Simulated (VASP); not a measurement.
Calculation: PBEsol GGA, VASP's PBE PAW potentials (set 64) (plane waves; VASP).

The input files of a VASP run:

### POSCAR
```
Bi4Te3
1
    2.1809900000     1.2591950000    13.6834140000
   -2.1809900000     1.2591950000    13.6834140000
    0.0000000000    -2.5183900000    13.6834140000
Bi Te
4 3
Direct
  0.7171670000   0.7171670000   0.7171670000
  0.2828330000   0.2828330000   0.2828330000
  0.1460000000   0.1460000000   0.1460000000
  0.8540000000   0.8540000000   0.8540000000
  0.0000000000   0.0000000000   0.0000000000
  0.4260330000   0.4260330000   0.4260330000
  0.5739670000   0.5739670000   0.5739670000
```

**INCAR**
```
SYSTEM = Bi4Te3
PREC = Accurate
ENCUT = 300
EDIFF = 1E-6
NELM = 100
ALGO = Normal
LREAL = .FALSE.
LASPH = .TRUE.
ISMEAR = 0
SIGMA = 0.136
GGA = PS
LMAXMIX = 4
LWAVE = .FALSE.
LCHARG = .FALSE.
ISIF = 2
```

File KPOINTS:
```
Automatic mesh
0
Gamma
3 3 3
0 0 0
```

POTCAR, in this order: Bi_d Te (PBE.64 set). Program: vasp_std.

The run wrote:

**OSZICAR**
```
       N       E                     dE             d eps       ncg     rms          rms(c)
DAV:   1     0.702198349160E+03    0.70220E+03   -0.28148E+04   552   0.124E+03
DAV:   2     0.484931709712E+02   -0.65371E+03   -0.64033E+03   594   0.397E+02
DAV:   3    -0.255925383288E+02   -0.74086E+02   -0.71760E+02   664   0.157E+02
DAV:   4    -0.289352051969E+02   -0.33427E+01   -0.33234E+01   650   0.352E+01
DAV:   5    -0.290893999118E+02   -0.15419E+00   -0.15399E+00   814   0.647E+00    0.103E+01
DAV:   6    -0.288227875185E+02    0.26661E+00   -0.67358E-01   688   0.610E+00    0.717E+00
DAV:   7    -0.288358724755E+02   -0.13085E-01   -0.39918E-01   620   0.314E+00    0.959E-01
DAV:   8    -0.288120217260E+02    0.23851E-01   -0.12872E-01   646   0.156E+00    0.528E-01
DAV:   9    -0.288106958408E+02    0.13259E-02   -0.19587E-02   624   0.642E-01    0.327E-01
DAV:  10    -0.288104656097E+02    0.23023E-03   -0.59471E-03   654   0.404E-01    0.858E-02
DAV:  11    -0.288104118576E+02    0.53752E-04   -0.12844E-03   664   0.173E-01    0.337E-02
DAV:  12    -0.288104175261E+02   -0.56684E-05   -0.11368E-04   666   0.496E-02    0.294E-02
DAV:  13    -0.288104171292E+02    0.39692E-06   -0.11079E-05   688   0.157E-02    0.731E-03
DAV:  14    -0.288104167835E+02    0.34569E-06   -0.95586E-07   386   0.618E-03
   1 F= -.28810417E+02 E0= -.28810125E+02  d E =-.583217E-03
```

OUTCAR:
```
------------------------ aborting loop because EDIFF is reached ----------------------------------------
  FORCE on cell =-STRESS in cart. coord.  units (eV):
  Direction    XX          YY          ZZ          XY          YZ          ZX
  --------------------------------------------------------------------------------------
  Total        3.3437474      3.3437465     -0.4639292     -0.0000000      0.0000000      0.0000000
  in kB       23.7602859     23.7602798     -3.2966281     -0.0000000      0.0000000      0.0000000
  external PRESSURE =      14.7413125 kB  Pullay stress =       0.0000000 kB
  volume of cell :      225.47
      direct lattice vectors                 reciprocal lattice vectors
     2.180990000  1.259195000 13.683414000     0.229253688  0.132359695  0.024360392
    -2.180990000  1.259195000 13.683414000    -0.229253688  0.132359695  0.024360392
     0.000000000 -2.518390000 13.683414000     0.000000000 -0.264719391  0.024360392
 POSITION                                       TOTAL-FORCE (eV/Angst)
 -----------------------------------------------------------------------------------
      0.00000      0.00000     29.43988         0.000000      0.000000     -0.247962
      0.00000      0.00000     11.61036         0.000000      0.000000      0.247962
      0.00000      0.00000      5.99334         0.000000     -0.000000      0.239025
      0.00000      0.00000     35.05691         0.000000      0.000000     -0.239025
      0.00000      0.00000      0.00000         0.000000     -0.000000      0.000000
      0.00000      0.00000     17.48876         0.000000      0.000000     -0.280407
      0.00000      0.00000     23.56148         0.000000     -0.000000      0.280407
 -----------------------------------------------------------------------------------
    total drift:                                0.000000      0.000000     -0.000000
  FREE ENERGIE OF THE ION-ELECTRON SYSTEM (eV)
  ---------------------------------------------------
  free  energy   TOTEN  =       -28.8104167835 eV

  energy  without entropy=      -28.8098335663  energy(sigma->0) =      -28.81012517
```
(Selected blocks of OUTCAR.)

**OUTCAR**
```
 val. band max:        6.8288592202   @ k =   0.3333   0.3333   0.3333

 cond. band min:       7.3482126046   @ k =   0.3333   0.3333   0.3333


 Fermi energy:         7.0666797412

 k-point     1 :       0.0000    0.0000    0.0000
  band No.  band energies     occupation
      1     -16.3051      2.00000
      2     -16.3051      2.00000
      3     -16.3043      2.00000
      4     -16.3043      2.00000
      5     -16.2676      2.00000
      6     -16.2676      2.00000
      7     -16.2670      2.00000
      8     -16.2670      2.00000
      9     -16.2603      2.00000
     10     -16.2592      2.00000
     11     -15.7970      2.00000
     12     -15.7970      2.00000
     13     -15.6673      2.00000
     14     -15.6485      2.00000
     15     -15.6485      2.00000
     16     -15.4979      2.00000
     17     -15.4691      2.00000
     18     -15.4691      2.00000
     19     -15.3760      2.00000
     20     -15.3760      2.00000
     21      -6.8028      2.00000
     22      -6.3393      2.00000
     23      -5.8746      2.00000
     24      -4.3321      2.00000
     25      -3.4495      2.00000
     26      -1.5051      2.00000
     27      -1.0827      2.00000
     28       4.3341      2.00000
     29       4.5677      2.00000
     30       4.8134      2.00000
     31       4.8134      2.00000
     32       4.8687      2.00000
     33       4.8687      2.00000
     34       5.4710      2.00000
     35       5.6242      2.00000
     36       5.6242      2.00000
     37       6.3233      2.00000
     38       6.3233      2.00000
     39       6.6839      1.99993
     40       7.7028      0.00000
     41       7.7028      0.00000
     42       7.9164      0.00000
     43       7.9883      0.00000
     44       8.0165      0.00000
     45       8.0165      0.00000
     46       9.3058      0.00000

 k-point     2 :       0.3333    0.0000    0.0000
  band No.  band energies     occupation
      1     -16.3097      2.00000
      2     -16.3083      2.00000
...
```

At this cut-off the stress carries a Pulay error, which pulls relaxed volumes low. Unless said otherwise, spin-orbit coupling is left out, though it shifts the bands of the heavy elements here.

The structure comes from a measured Bi4Te3 entry of the Crystallography Open Database, whose conditions weren't checked. The cell was not relaxed at this level, and its volume differs by -5.9 % from the start's. The k-mesh is coarse (spacing up to 0.56 per Å, 2π included), so the numbers may not be converged in it.
